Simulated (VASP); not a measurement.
Consider the following.

```xyz
12
Lattice="3.2343 0.0000 0.0000 -1.6172 2.8010 0.0000 0.0000 0.0000 15.6580" Properties=species:S:1:pos:R:3 pbc="T T T"
Mg     0.0000     0.0000    15.6548
Mg     0.0000     0.0000     7.8258
Mg     1.6172     0.9337    13.0658
Mg     0.0000     1.8673     5.2368
Mg     1.6172     0.9337     2.6128
Mg     0.0000     1.8673    10.4418
O      0.0000     0.0000    13.6909
O      0.0000     0.0000     5.8619
O      1.6172     0.9337    11.0843
O      0.0000     1.8673     3.2553
O      1.6172     0.9337     0.6313
O      0.0000     1.8673     8.4603
```

The numbers are results of r2SCAN meta-GGA, VASP's PBE PAW potentials (set 64) (plane waves; VASP), not measurements. Run with 520 eV cut-off, 10×10×2 Γ-centred mesh, Gaussian smearing of 0.010 eV, potentials Mg O.

**Question.** The job: MgO (relaxed from the 6H structure, space group P6_3mc), 12 atoms, r2SCAN, optics run with many empty bands, 520 eV, 10×10×2 Γ-centred mesh. Roughly how much core time does it take on a busy server core?

**Answer.** About 50 core-minutes (one run on a shared machine, a rough figure). It had 28 irreducible k-points, 93 bands, up to 3866 plane waves and 32 electronic steps.

The structure was generated: MgO was put into the 6H type (P6_3mc), which need not be its known phase. It was relaxed first, which changed the volume by -5 %.
